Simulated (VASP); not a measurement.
Y:

```
CELL_PARAMETERS angstrom
3.59511 0.00000 0.00000
-1.79755 3.11345 0.00000
0.00000 0.00000 5.57900
ATOMIC_POSITIONS crystal
Y 0.33333 0.66667 0.25000
Y 0.66667 0.33333 0.75000
```

Base run:

```yaml
Program: VASP 6.6.1
Functional: PBEsol
Potentials_or_basis: VASP PAW PBE potentials, release 64 (Y_sv)
Cutoff: 700 eV
k_mesh: 15 × 15 × 8
Occupations: gaussian, width 0.1 eV
Spin: no spin polarisation
```

Its results: band gap on the k mesh none (metal or under the smearing width); pressure 0.0 GPa.

After a change of settings the same cell gave: band gap on the k mesh none (metal or under the smearing width); pressure 3.2 GPa. Which change was it?
A. cutoff from 700 eV to 900 eV
B. cutoff from 700 eV to 520 eV; occupations from gaussian, width 0.1 eV to gaussian, width 0.5 eV
C. functional from PBEsol to r2SCAN; cutoff from 700 eV to 520 eV
D. cutoff from 700 eV to 520 eV; k mesh from 15 × 15 × 8 to 21 × 21 × 12

C.

Caveats: the PAW data sets were made with another functional, which shifts forces and pressure a little.
